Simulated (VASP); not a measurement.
NiMoIrPdW:

```
Ni Mo Pd Ir W
1.0
     3.90386    0.00000    0.00000
     0.00000    4.19738    0.00000
     0.00000    0.00000    4.40119
Ni Mo Pd Ir W
1 1 1 1 1
Direct
  0.50000 0.00000 0.00000
  0.00000 0.50000 0.50000
  0.00000 0.00000 0.00000
  0.50000 0.00000 0.50000
  0.00000 0.50000 0.00000
```

The cell was built by a generator and needn't be a form met in nature.

* Program: VASP 6.6.1
* Task: relaxation of cell and atoms
* Functional: PBE
* Potentials or basis: VASP PAW PBE potentials, release 64 (Ni, Mo_sv, Pd, Ir, W_sv)
* Cutoff: 520 eV
* k mesh: 5 × 4 × 4
* Occupations: gaussian, width 0.15 eV
* Spin: collinear spin, ferromagnetic start
* Starting moments: [1.0, 1.0, 0.0, 0.6, 0.0] μB

At the start: pressure 87.4 GPa; volume 14.42 Å³/atom.

Task: Where does the relaxation end?

Result: Over 10 steps the energy falls by 1129.8 meV/atom and the volume is 20.27 Å³/atom (+40.6 %); space group Pmmm (No. 47, to 0.05 Å); moment 0.09 μB per cell.

The path:
| step | energy change (eV) | largest force (eV/Å) | pressure (GPa) | volume (Å³) |
| --- | --- | --- | --- | --- |
| 1 | 0.0000 | 0.0000 | 87.42 | 72.12 |
| 2 | 4.0844 | 0.0000 | -21.53 | 189.22 |
| 3 | 354.2875 | 0.0000 | -13.34 | 107.64 |
| 4 | 1.7423 | 0.0000 | -5.58 | 99.17 |
| 5 | -5.3561 | 0.0000 | 4.96 | 95.58 |
| 6 | -5.4729 | 0.0000 | 2.15 | 97.23 |
| 7 | -5.4915 | 0.0000 | 1.28 | 98.25 |
| 8 | -5.6434 | 0.0000 | 2.07 | 98.78 |
| 9 | -5.6462 | 0.0000 | 1.74 | 98.74 |
| 10 | -5.6491 | 0.0000 | -0.26 | 101.37 |

Final structure:
```
Ni Mo Pd Ir W
1.0
     4.54217    0.00000    0.00000
     0.00000    4.72304    0.00000
     0.00000    0.00000    4.72515
Ni Mo Pd Ir W
1 1 1 1 1
Direct
  0.50000 0.00000 0.00000
  0.00000 0.50000 0.50000
  0.00000 0.00000 0.00000
  0.50000 0.00000 0.50000
  0.00000 0.50000 0.00000
```

Caveat: the k mesh is coarse (spacing up to 0.37 Å⁻¹), so the values aren't converged; the volume moved by over 15 % at a fixed basis, so the end points are rough.
